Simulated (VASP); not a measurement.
Calculation: LDA (Ceperley-Alder, Perdew-Zunger), VASP's LDA PAW potentials (set 64) (plane waves; VASP).

VASP ran on this input.

KPOINTS:
```
k-points along high-symmetry lines
10
Line-mode
Reciprocal
  0.000000   0.000000   0.000000 ! GAMMA
  0.000000   0.500000   0.000000 ! M

  0.000000   0.500000   0.000000 ! M
 -0.333333   0.666667   0.000000 ! K

 -0.333333   0.666667   0.000000 ! K
  0.000000   0.000000   0.000000 ! GAMMA

  0.000000   0.000000   0.000000 ! GAMMA
  0.000000   0.000000   0.500000 ! A

  0.000000   0.000000   0.500000 ! A
  0.000000   0.500000   0.500000 ! L

  0.000000   0.500000   0.500000 ! L
 -0.333333   0.666667   0.500000 ! H

 -0.333333   0.666667   0.500000 ! H
  0.000000   0.000000   0.500000 ! A

  0.000000   0.500000   0.500000 ! L
  0.000000   0.500000   0.000000 ! M

 -0.333333   0.666667   0.500000 ! H
 -0.333333   0.666667   0.000000 ! K
```

File POSCAR:
```
WS2
1.0
  1.5642004382  -2.7092746107   0.0000000000
  1.5642004382   2.7092746107   0.0000000000
  0.0000000000   0.0000000000  12.1782107521
W S
2 4
Cart
  1.5642004382   0.9030933431   3.0445526880
  1.5642004382  -0.9030933431   9.1336580641
  1.5642004382   0.9030933431  10.6974199908
  1.5642004382  -0.9030933431   4.6083146148
  1.5642004382  -0.9030933431   1.4807907613
  1.5642004382   0.9030933431   7.5698961373
```

INCAR:
```
SYSTEM = WS2
PREC = Accurate; ENCUT = 400; LREAL = .FALSE.
LASPH = .TRUE.; ICHARG = 11
EDIFF = 1E-7; NELM = 100; ALGO = Normal
LMAXMIX = 6
ISMEAR = 0; SIGMA = 0.05
LWAVE = .FALSE.; LCHARG = .FALSE.; LORBIT = 11
```

POTCAR, in this order: W_sv S (LDA.64 set). Program: vasp_std. Read from the step before: CHGCAR.

Output of the run:

**OSZICAR**
```
       N       E                     dE             d eps       ncg     rms          rms(c)
DAV:   1     0.461336932622E+03    0.46134E+03   -0.25573E+04  6292   0.139E+03
DAV:   2    -0.226760098489E+02   -0.48401E+03   -0.47255E+03  6704   0.410E+02
DAV:   3    -0.503540771602E+02   -0.27678E+02   -0.27309E+02  7037   0.910E+01
DAV:   4    -0.510493038569E+02   -0.69523E+00   -0.69327E+00  6743   0.147E+01
DAV:   5    -0.510731953773E+02   -0.23892E-01   -0.23880E-01  7295   0.246E+00
DAV:   6    -0.510737824928E+02   -0.58712E-03   -0.58702E-03  6889   0.416E-01
DAV:   7    -0.510738072454E+02   -0.24753E-04   -0.24750E-04  7349   0.757E-02
DAV:   8    -0.510738080309E+02   -0.78550E-06   -0.78546E-06  6804   0.151E-02
DAV:   9    -0.510738080690E+02   -0.38152E-07   -0.38127E-07  5754   0.319E-03
   1 F= -.51073808E+02 E0= -.51073808E+02  d E =-.768137E-28
```

**OUTCAR**
```
 val. band max:        7.7338986438   @ k =   0.0000   0.0000   0.0000

 cond. band min:       8.5935525815   @ k =  -0.1852   0.3704   0.0000



 k-point     1 :       0.0000    0.0000    0.0000
  band No.  band energies     occupation
      1     -66.4116      2.00000
      2     -66.4115      2.00000
      3     -30.9708      2.00000
      4     -30.9708      2.00000
      5     -30.7514      2.00000
      6     -30.7514      2.00000
      7     -30.7514      2.00000
      8     -30.7514      2.00000
      9      -8.0059      2.00000
     10      -7.7359      2.00000
     11      -6.4213      2.00000
     12      -5.9025      2.00000
     13      -0.1276      2.00000
     14       1.0494      2.00000
     15       3.6987      2.00000
     16       4.1737      2.00000
     17       4.1738      2.00000
     18       4.1887      2.00000
     19       4.1887      2.00000
     20       5.4496      2.00000
     21       5.4496      2.00000
     22       5.5094      2.00000
     23       5.5095      2.00000
     24       6.2851      2.00000
     25       6.3435      2.00000
     26       7.7339      2.00000
     27      10.0582      0.00000
     28      10.0608      0.00000
     29      10.0699      0.00000
     30      10.0771      0.00000
     31      10.1355      0.00000

 k-point     2 :       0.0000    0.0556    0.0000
  band No.  band energies     occupation
      1     -66.4109      2.00000
      2     -66.4109      2.00000
      3     -30.9685      2.00000
      4     -30.9685      2.00000
      5     -30.7642      2.00000
      6     -30.7641      2.00000
      7     -30.7544      2.00000
      8     -30.7543      2.00000
      9      -7.9504      2.00000
     10      -7.6803      2.00000
     11      -6.3975      2.00000
     12      -5.8856      2.00000
     13      -0.0617      2.00000
     14       1.1153      2.00000
     15       3.6152      2.00000
     16       4.0286      2.00000
     17       4.0484      2.00000
     18       4.2274      2.00000
...
```

The density is held fixed in this step, so its total energy and stress have no physical meaning. Unless said otherwise, spin-orbit coupling is left out, though it shifts the bands of the heavy elements here.

The compound is WS2 in the 2H layered structure. It was relaxed first.
